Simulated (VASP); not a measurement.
# NaIr under changes of volume

One of the cells (16.764 Å³/atom); the others are scaled copies at fixed shape and fractional positions:

```
Na Ir
1.0
     1.40073   -2.33798    0.00000
     1.40073    2.33798    0.00000
     0.00000    0.00000    5.11890
Na Ir
1 1
Cartesian
  0.0000 0.0000 0.0000
  1.4007 0.0000 2.5594
```

The cell was built by a generator and needn't be a form met in nature.

- Program: VASP 6.6.1
- Functional: PBE
- Potentials or basis: VASP PAW PBE potentials, release 64 (Na_pv, Ir)
- Cutoff: 520 eV
- k mesh: 11 × 11 × 5
- Occupations: fermi-dirac, width 0.05 eV
- Spin: no spin polarisation

```tsv
volume (Å³/atom)	energy over the lowest point (meV/atom)	pressure (GPa)
15.449	24.34	9.0
15.778	9.34	5.7
16.106	?	?
16.764	0.00	-2.2
17.092	6.62	-4.2
17.421	17.21	-6.1
```

What does the run at 16.106 Å³/atom give?

Energy over the lowest point 0.76 meV/atom; pressure 2.7 GPa.

Worked out: A Birch-Murnaghan fit of order 3 (a polynomial in V^(-2/3)) to the other rows has its minimum at 16.45 Å³/atom with B0 = V·E''(V) = 122 GPa and B' = 5.0 at fixed shape and positions, which overstates the stiffness. It gives 0.77 meV/atom at 16.106 Å³/atom, against the run's 0.76, and -dE/dV = 2.7 GPa, against 2.7.

Energies are extrapolated to zero smearing.
